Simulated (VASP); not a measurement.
Input for VASP

KPOINTS:
```
K-points
0
Gamma
 6 6 6
0 0 0
```

INCAR:
```
ALGO=Normal
EDIFF=1E-7
ENCUT=520
GGA=PS
ISIF=2
ISMEAR=-5
LASPH=T
LCHARG=T
LEFG=T
LMAXMIX=4
LORBIT=11
LREAL=F
LWAVE=F
NEDOS=601
NELM=100
PREC=Accurate
SYSTEM=SrTiO3
```

File POSCAR:
```
SrTiO3
1
    3.8964091187     0.0000000000     0.0000000000
    0.0000000000     3.8964091187     0.0000000000
    0.0000000000     0.0000000000     3.8964091187
Sr Ti O
1 1 3
Direct
  0.0000000000   0.0000000000   0.0000000000
  0.5000000000   0.5000000000   0.5000000000
  0.5000000000   0.0000000000   0.5000000000
  0.0000000000   0.5000000000   0.5000000000
  0.5000000000   0.5000000000   0.0000000000
```

POTCAR, in this order: Sr_sv Ti_sv O (PBE.64 set). Program: vasp_std.

Question: Write an equivalent input for Ansatz.

Answer: One equivalent input (not run):
Ansatz 0.2 input:
```yaml
crystal:
  lattice:
    - [3.8964091, 0.0000000, 0.0000000]
    - [0.0000000, 3.8964091, 0.0000000]
    - [0.0000000, 0.0000000, 3.8964091]
  atoms:
    - { symbol: Sr, position: [0.0000000, 0.0000000, 0.0000000] }
    - { symbol: Ti, position: [0.5000000, 0.5000000, 0.5000000] }
    - { symbol: O, position: [0.5000000, 0.0000000, 0.5000000] }
    - { symbol: O, position: [0.0000000, 0.5000000, 0.5000000] }
    - { symbol: O, position: [0.5000000, 0.5000000, 0.0000000] }
kpoints:
  mp_grid: { grid: [6, 6, 6] }
hamiltonian:
  xc: pbesol
  pseudopotentials: { kind: paw }
scf:
  occupations: { method: tetrahedron }
  max_iter: 100
output: { forces: true, stress: true, eigenvalues: true }
```
The two are equivalent in intent, not identical: each code has its own PAW files, so the cut-off isn't converted (ENCUT is set for VASP's; basis.ecutwfc is left out, and Ansatz then takes the one that its files recommend); Ansatz stops its SCF on the density residual and VASP on the energy change (EDIFF); the field gradients of LEFG aren't asked of the other code.

The compound is SrTiO3 in the cubic perovskite structure, the ideal cubic form; the compound distorts at low or room temperature. It was relaxed first.
